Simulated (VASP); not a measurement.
Input:

```
Ca
1.0
    0.00000     2.76616     2.76616
    2.76616     0.00000     2.76616
    2.76616     2.76616     0.00000
Ca
1
Direct
  0.00000   0.00000   0.00000
```

These are TPSS meta-GGA, VASP's PBE PAW potentials (set 64) (plane waves; VASP) values and carry that method's errors. Settings: 520 eV cut-off, 13×13×13 Γ-centred mesh, tetrahedra with Blöchl corrections, potentials Ca_sv.

### Question
What does the run give for the energy per atom (σ→0), band gap (over mesh and band path) with the smallest direct gap where there is one?

### Answer

The band gap (over mesh and band path) comes out as none (metal, semimetal or under 0.01 eV) and the energy per atom (σ→0) comes out as -8.576 eV/atom.

Total energies compare only between runs with the same potentials, cut-off and functional.

The compound is Ca in the fcc structure. It was relaxed first.
